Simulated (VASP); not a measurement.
Data:

```
KF
1.0
    0.00000     2.59479     2.59479
    2.59479     0.00000     2.59479
    2.59479     2.59479     0.00000
K F
1 1
Direct
  0.00000   0.00000   0.00000
  0.50000   0.50000   0.50000
```

Method: SCAN meta-GGA, VASP's PBE PAW potentials (set 64) (plane waves; VASP). Numerical set-up: 520 eV cut-off, 9×9×9 Γ-centred mesh, Gaussian smearing of 0.050 eV, potentials K_sv F.

**Question.** Give the stress tensor in GPa (positive for a compressed cell).

**Answer.** 
```
2.62  0.00  0.00
0.00  2.62  0.00
0.00  0.00  2.62
```
The pressure is its mean diagonal, 2.62 GPa.

The compound is KF in the rock salt structure. This cell is one point of a volume scan, at 0.94 of the reference volume.
